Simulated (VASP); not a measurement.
A cell of Li$_{2}$Se (antifluorite) near equilibrium:

```yaml
crystal:
  lattice:
    - [0.00000, 3.00149, 3.00149]
    - [3.00149, 0.00000, 3.00149]
    - [3.00149, 3.00149, 0.00000]
  atoms:
    - { symbol: Li, position: [0.25000, 0.25000, 0.25000] }
    - { symbol: Li, position: [0.75000, 0.75000, 0.75000] }
    - { symbol: Se, position: [0.00000, 0.00000, 0.00000] }
```

These are PBE GGA, VASP's PBE PAW potentials (set 64) (plane waves; VASP) values and carry that method's errors.

| run | ΔE (meV/atom) | σxx | σyy | σzz | largest shear component, with its sign (GPa) | largest force (eV/Å) | gap (eV) |
|---|---|---|---|---|---|---|---|
| as it is | 0.0 | 0.00 | 0.00 | 0.00 | 0.00 | 0.000 | 2.97 |
| after one change | 18.0 | 3.70 | 3.70 | 3.70 | 0.00 | 0.000 | 2.89 |
Stress is in GPa, positive when the cell is compressed; gaps are those on the k-mesh, and 0.00 means metallic.

Name the change that produced these shifts.
A) isotropic strain of -3.0 %
B) uniaxial strain of +0.5 % along x
C) atom 1 (Li) moved by -0.050 Å along x
D) shear strain γ_xy = +0.5 %

A, isotropic strain of -3.0 %

The compound is Li2Se in the antifluorite structure.
